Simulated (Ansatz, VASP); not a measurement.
Mg4Cd in VASP and in Ansatz

The input INCAR:

```
PREC = Accurate ; ENCUT = 600
EDIFF = 1E-6 ; ISMEAR = 0
SIGMA = 0.1 ; LREAL = False
LASPH = True ; NELM = 100
ALGO = Normal ; ISIF = 3
LWAVE = False ; LCHARG = False
GGA = PE ; IBRION = 2
NSW = 100 ; EDIFFG = -0.01
```

The input KPOINTS:

```
Automatic mesh
0
Gamma
  8 8 8
```

POSCAR

```
Mg4Cd
1.0
    5.2645934513      0.0000000000      0.0000000000
    0.0000000000      5.2645934513      0.0000000000
    0.0000000000      0.0000000000      5.2645934513
Mg Cd
4 1
Direct
    0.2982149682      0.2982149682      0.2982149682
    0.7017850318      0.7017850318      0.2982149682
    0.2982149682      0.7017850318      0.7017850318
    0.7017850318      0.2982149682      0.7017850318
    0.0000000000      0.0000000000      0.0000000000
```

Input for Ansatz:

```yaml
crystal:
  lattice:
    - [5.2645934513, 0.0, 0.0]
    - [0.0, 5.2645934513, 0.0]
    - [0.0, 0.0, 5.2645934513]
  atoms:
    - { symbol: Mg, position: [0.2982149682, 0.2982149682, 0.2982149682] }
    - { symbol: Mg, position: [0.7017850318, 0.7017850318, 0.2982149682] }
    - { symbol: Mg, position: [0.2982149682, 0.7017850318, 0.7017850318] }
    - { symbol: Mg, position: [0.7017850318, 0.2982149682, 0.7017850318] }
    - { symbol: Cd, position: [0.0, 0.0, 0.0] }
basis:
  ecutwfc: 420
kpoints:
  mp_grid: { grid: [8, 8, 8] }
hamiltonian:
  xc: pbe
scf:
  occupations: { method: gaussian, width: 0.1 }
output:
  forces: true
  stress: true
  eigenvalues: true
  write_density: true
  write_potential: true
  elf: true
  volumetric_format: npy
relax:
  adjacent_minimum: "off"
  f_tol: 0.01
  max_steps: 80
  cell: { stress_tol: 0.05 }
```

Change from the starting cell: species swapped into the SnI4 type (P-43m, No. 215).

Alike in both runs: task relaxation of cell and atoms; functional PBE; k mesh 8 × 8 × 8; occupations gaussian, width 0.1 eV; no spin polarisation.

|  | VASP | Ansatz |
| --- | --- | --- |
| version | VASP 6.6.1 | Ansatz 0.2.0 |
| potentials or method | VASP PAW PBE potentials, release 64 (Mg, Cd) | scalar-relativistic, plane waves, PAW |
| plane-wave cutoff (eV) | 600 | 420 |
| valence electrons in the cell | 20 | 60 |

```tsv
	VASP	Ansatz	Ansatz less VASP
gap on the k mesh at the Fermi level, each at its own relaxed structure (eV)	none	none	-
relaxed volume (Å³/atom)	28.55	28.63	+0.075
relaxed cell length with the largest relative difference (Å)	5.226	5.231	+0.0046
energy change over the relaxation (meV/atom)	-1	-1	+0.2
```

A gap of «none» marks a metal or a gap that the smearing closes. The two sets of potentials don't hold the same shells in valence.
